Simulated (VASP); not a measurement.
A run of VASP 6.6.1:

INCAR

```
SYSTEM = Ge2W
PREC = Accurate
ENCUT = 520
EDIFF = 1E-6
ISMEAR = -1
SIGMA = 0.0816
LREAL = .False.
LASPH = .True.
NELM = 100
ALGO = Fast
ISIF = 2
LWAVE = .False.
LCHARG = .False.
NBANDS = 51
```

Contents of KPOINTS:

```
Automatic mesh
0
Gamma
  8 8 8
  0 0 0
```

The input POSCAR:

```
Ge2W
1.0
   -1.6600000000      1.6600000000      4.0960000000
    1.6600000000     -1.6600000000      4.0960000000
    3.3200000000      3.3200000000     -8.1920000000
Ge W
4 2
Direct
    0.3333000000      0.3333000000      0.0000000000
    0.3333000000      0.3333000000      0.5000000000
    0.6667000000      0.6667000000      0.0000000000
    0.6667000000      0.6667000000      0.5000000000
    0.0000000000      0.0000000000      0.0000000000
    0.0000000000      0.0000000000      0.5000000000
```

Potentials or basis: VASP PAW LDA potentials, release 64 (Ge_d, W_sv).

The run is started by

```bash
$ cat potpaw_LDA.64/Ge_d/POTCAR potpaw_LDA.64/W_sv/POTCAR > POTCAR
$ mpirun -np 1 vasp_std > vasp.out
```

Hardware: 1 thread of Intel(R) Xeon(R) Platinum 8559C (Emerald Rapids), with other jobs on the host.

Q: How long does it take, and how much memory?

A: Wall time 16 min on 1 thread of Intel(R) Xeon(R) Platinum 8559C (Emerald Rapids), on a shared host, peak memory 0.49 GiB. Counts: scf iterations 20, k points 105.
